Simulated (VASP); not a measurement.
Here is the system:

```yaml
crystal:
  lattice:
    - [0.00000, 2.72655, 2.72655]
    - [2.72655, 0.00000, 2.72655]
    - [2.72655, 2.72655, 0.00000]
  atoms:
    - { symbol: Cd, position: [0.00000, 0.00000, 0.00000] }
    - { symbol: F, position: [0.25000, 0.25000, 0.25000] }
    - { symbol: F, position: [0.75000, 0.75000, 0.75000] }
```

The numbers are results of PBE GGA with D3 dispersion (Becke-Johnson damping), VASP's PBE PAW potentials (set 64) (plane waves; VASP), not measurements. Settings: 520 eV cut-off, 8×8×8 Γ-centred mesh, tetrahedra with Blöchl corrections, potentials Cd F.

**Question.** The job: CdF₂ (fluorite), 3 atoms, PBE-D3(BJ), static run, 520 eV, 8×8×8 Γ-centred mesh. Roughly how much core time does it take on a busy server core?

**Answer.** About 30 core-seconds (one run on a shared machine, a rough figure). It had 29 irreducible k-points, 17 bands, up to 1106 plane waves and 15 electronic steps.

The compound is CdF2 in the fluorite structure. It was relaxed first.
